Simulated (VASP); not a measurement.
# Nb₂N (space group P-3m1): computed properties

Computed with PBEsol GGA, VASP's PBE PAW potentials (set 64) (plane waves; VASP 6.6.1).

```yaml
space_group: P-3m1 (164)
cell: a = b = 3.1131 Å, c = 4.7957 Å, α = β = 90.00°, γ = 120.00°
volume_per_atom: 13.42 Å³/atom
band gap (over mesh and band path): none (metal, semimetal or under 0.01 eV)
hill_bulk_modulus: 253 GPa
hill_shear_modulus: 107 GPa
Poisson's ratio: 0.315
density: 8.24 g/cm³
optical Γ-point spectrum: 144 (×2), 287, 547 (×2), 548 cm⁻¹
```

```cif
data_NNb2
_chemical_formula_sum 'Nb2 N1'
_space_group_name_H-M_alt 'P-3m1'
_space_group_IT_number 164
_space_group_name_Hall '-P 3 2"'
_cell_length_a 3.11314
_cell_length_b 3.11314
_cell_length_c 4.79566
_cell_angle_alpha 90.000
_cell_angle_beta 90.000
_cell_angle_gamma 120.000
loop_
_atom_site_label
_atom_site_type_symbol
_atom_site_symmetry_multiplicity
_atom_site_Wyckoff_symbol
_atom_site_fract_x
_atom_site_fract_y
_atom_site_fract_z
_atom_site_occupancy
Nb1 Nb 2 d 0.66667 0.33333 0.25399 1
N1 N 1 b 0.00000 0.00000 0.50000 1
```

Finite-difference elastic constants of metals are sensitive to mesh and smearing; shear constants can be off by tens of GPa.

The structure comes from a computed database's Nb2N entry (P-3m1); how it stands against other phases isn't given here. It was relaxed first. Symmetry was kept, so distortions that lower it aren't found. The electron count is odd and the run is not spin-polarised, which forces a metal.
